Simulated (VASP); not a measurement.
Output of a VASP run:

File OSZICAR:
```
       N       E                     dE             d eps       ncg     rms          rms(c)
DAV:   1    -0.949794762324E+01   -0.94979E+01   -0.56519E+03  3606   0.107E+03
DAV:   2    -0.543308513112E+02   -0.44833E+02   -0.43496E+02  3743   0.194E+02
DAV:   3    -0.547877801842E+02   -0.45693E+00   -0.45009E+00  4088   0.198E+01
DAV:   4    -0.547896491424E+02   -0.18690E-02   -0.18734E-02  4118   0.132E+00
DAV:   5    -0.547896642278E+02   -0.15085E-04   -0.15099E-04  3971   0.104E-01    0.127E+01
DAV:   6    -0.510629824046E+02    0.37267E+01   -0.37589E+00  3599   0.165E+01    0.619E+00
DAV:   7    -0.513830591928E+02   -0.32008E+00   -0.60016E-01  3520   0.437E+00    0.440E+00
DAV:   8    -0.514698001009E+02   -0.86741E-01   -0.28775E-01  3593   0.351E+00    0.835E-01
DAV:   9    -0.514961822807E+02   -0.26382E-01   -0.33211E-02  3618   0.131E+00    0.184E-01
DAV:  10    -0.514987349890E+02   -0.25527E-02   -0.43319E-03  3647   0.493E-01    0.610E-02
DAV:  11    -0.514986619759E+02    0.73013E-04   -0.28329E-04  3665   0.154E-01    0.776E-02
DAV:  12    -0.514990984305E+02   -0.43645E-03   -0.27663E-04  3605   0.108E-01    0.740E-03
DAV:  13    -0.514990959796E+02    0.24509E-05   -0.17064E-05  3618   0.352E-02    0.481E-03
DAV:  14    -0.514990955207E+02    0.45887E-06   -0.58688E-07  3755   0.812E-03    0.265E-03
DAV:  15    -0.514990991320E+02   -0.36113E-05   -0.13367E-06  3560   0.832E-03    0.311E-04
DAV:  16    -0.514990995801E+02   -0.44808E-06   -0.11381E-07  3117   0.284E-03    0.143E-04
DAV:  17    -0.514990996688E+02   -0.88683E-07   -0.83967E-09  1795   0.809E-04
   1 F= -.51499100E+02 E0= -.51499100E+02  d E =0.000000E+00
       N       E                     dE             ncg
```

OUTCAR:
```
------------------------ aborting loop because EDIFF is reached ----------------------------------------
  FORCE on cell =-STRESS in cart. coord.  units (eV):
  Direction    XX          YY          ZZ          XY          YZ          ZX
  --------------------------------------------------------------------------------------
  Total        0.0158599      0.0158599      0.0158599      0.0000000      0.0000000      0.0000000
  in kB        1.6586866      1.6586866      1.6586866      0.0000000      0.0000000      0.0000000
  external PRESSURE =       1.6586866 kB  Pullay stress =       0.0000000 kB
  volume of cell :       15.32
      direct lattice vectors                 reciprocal lattice vectors
     0.000000000  1.971237903  1.971237903    -0.253647720  0.253647720  0.253647720
     1.971237903  0.000000000  1.971237903     0.253647720 -0.253647720  0.253647720
     1.971237903  1.971237903  0.000000000     0.253647720  0.253647720 -0.253647720
 POSITION                                       TOTAL-FORCE (eV/Angst)
 -----------------------------------------------------------------------------------
      0.00000      0.00000      0.00000         0.000000      0.000000      0.000000
 -----------------------------------------------------------------------------------
    total drift:                               -0.000000      0.000000     -0.000000
  FREE ENERGIE OF THE ION-ELECTRON SYSTEM (eV)
  ---------------------------------------------------
  free  energy   TOTEN  =       -51.4990996688 eV

  energy  without entropy=      -51.4990996688  energy(sigma->0) =      -51.49909967

 total charge

# of ion       s       p       d       tot
------------------------------------------
    1        0.629   0.581   8.048   9.257
```
(Selected blocks of OUTCAR.)

**POSCAR**
```
Pt
1
    0.0000000000     1.9712379027     1.9712379027
    1.9712379027     0.0000000000     1.9712379027
    1.9712379027     1.9712379027    -0.0000000000
Pt
1
Direct
  0.0000000000   0.0000000000   0.0000000000
```

Q: Reconstruct the remaining input files.

A: This is not unique; one that fits is the input of the run itself, r2SCAN meta-GGA, plane waves, VASP's PBE PAW potentials (set 64).

**KPOINTS**
```
K-points
0
Gamma
  18 18 18
```

**INCAR**
```
SYSTEM = Pt
PREC = Accurate; ENCUT = 520; LREAL = .False.
LASPH = .True.
EDIFF = 1E-7; NELM = 100; ALGO = Normal
LMAXMIX = 6; LMIXTAU = .True.
ISMEAR = -5
METAGGA = R2SCAN
ISIF = 2
LWAVE = .False.; LCHARG = .False.; LORBIT = 11
NEDOS = 601
```

File KPOINTS_OPT:
```
k-points along high-symmetry lines
10
Line-mode
Reciprocal
  0.000000   0.000000   0.000000 ! GAMMA
  0.500000   0.000000   0.500000 ! X

  0.500000   0.000000   0.500000 ! X
  0.625000   0.250000   0.625000 ! U

  0.375000   0.375000   0.750000 ! K
  0.000000   0.000000   0.000000 ! GAMMA

  0.000000   0.000000   0.000000 ! GAMMA
  0.500000   0.500000   0.500000 ! L

  0.500000   0.500000   0.500000 ! L
  0.500000   0.250000   0.750000 ! W

  0.500000   0.250000   0.750000 ! W
  0.500000   0.000000   0.500000 ! X
```

POTCAR, in this order: Pt (PBE.64 set). Program: vasp_std.

For a metal the tetrahedron method with Blöchl corrections gives inexact stress and forces.

The compound is Pt in the fcc structure. It was relaxed first.
